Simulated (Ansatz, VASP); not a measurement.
TlSn in VASP and in Ansatz

The input INCAR:

```
ALGO = Normal ; EDIFF = 1E-8
ENCUT = 520 ; ISIF = 2
ISMEAR = -1 ; LASPH = T
LCHARG = F ; LEFG = T
LREAL = F ; LWAVE = F
NBANDS = 20 ; NELM = 80
PREC = Accurate ; SIGMA = 0.08
```

Contents of KPOINTS:

```
k-points
0
Gamma
  9 9 8
```

The input POSCAR:

```
TlSn
1.0
    3.6856249204      0.0000000000      0.0000000000
    0.0000000000      3.6856249204      0.0000000000
    0.0000000000      0.0000000000      4.4608060981
Tl Sn
1 1
Direct
    0.0000000000      0.0000000000      0.0000000000
    0.5000000000      0.5000000000      0.5000000000
```

Input for Ansatz:

```yaml
crystal:
  lattice:
    - [3.6856249204, 0.0, 0.0]
    - [0.0, 3.6856249204, 0.0]
    - [0.0, 0.0, 4.4608060981]
  atoms:
    - { symbol: Tl, position: [0.0, 0.0, 0.0] }
    - { symbol: Sn, position: [0.5, 0.5, 0.5] }
kpoints:
  mp_grid: { grid: [9, 9, 8] }
scf:
  occupations: { method: fermi_dirac, width: 0.08 }
hamiltonian:
  xc: lda
  pseudopotentials: { kind: paw }
output:
  forces: true
  stress: true
  eigenvalues: true
  efg: { contact_densities: true }
```

Change from the starting cell: volume scaled by 1.06, PAW files.

Alike in both runs: task electric field gradients; functional LDA; k mesh 9 × 9 × 8; occupations fermi-dirac, width 0.08 eV; no spin polarisation.

|  | VASP | Ansatz |
| --- | --- | --- |
| version | VASP 6.6.1 | Ansatz 0.2.0 |
| potentials or method | VASP PAW LDA potentials, release 64 (Tl_d, Sn_d) | PAW with Ansatz's default frozen-core files, scalar-relativistic |
| plane-wave cutoff (eV) | 520 | 420 |
| valence electrons in the cell | 27 | 27 |

Ansatz gave:

```
pressure (GPa)                                                 : -5.0
largest component of the traceless stress (GPa)                : 0.44
Vzz of the field gradient on the site that differs most (V/Å²) : -60.6
```

Problem. What did VASP give for the same quantities?

Solution. Pressure (GPa): -5.0; largest component of the traceless stress (GPa): 0.44; Vzz of the field gradient on the site that differs most (V/Å²): -58.8.

Ansatz warned: «gradients_without_spin_orbit».

The runs have no spin-orbit coupling, so splittings on Tl are missing.
